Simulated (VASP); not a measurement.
Given:

```
CELL_PARAMETERS angstrom
     11.21309     0.00000     0.00000
      0.00000     2.94922     2.95113
      0.00000    -2.94922     2.95113
ATOMIC_POSITIONS crystal
  Pb 0.62441 0.25682 0.75682
  Pb 0.37559 0.75682 0.25682
  S  0.61319 0.76418 0.26418
  S  0.38681 0.26418 0.76418
```

Computed with PBEsol GGA, VASP's PBE PAW potentials (set 64) (plane waves; VASP). Settings: 400 eV cut-off, 3×6×6 Γ-centred mesh, tetrahedra with Blöchl corrections, potentials Pb_d S.

The cell holds a wide vacuum, so values per volume refer to the whole cell. The cores are frozen, which limits the accuracy of field gradients.

Q: Give the principal components of the electric field gradient (V/Å²) and the asymmetry η at each nucleus.

A: 
| atom | Vxx | Vyy | Vzz | η |
|---|---|---|---|---|
| Pb1 | 99.5 | 96.5 | -196.0 | 0.01 |
| Pb2 | 99.5 | 96.5 | -196.0 | 0.01 |
| S3 | 3.2 | 2.2 | -5.4 | 0.18 |
| S4 | 3.2 | 2.2 | -5.4 | 0.18 |

The cell is a sheet with vacuum, built from a database entry that may be metastable or hypothetical.
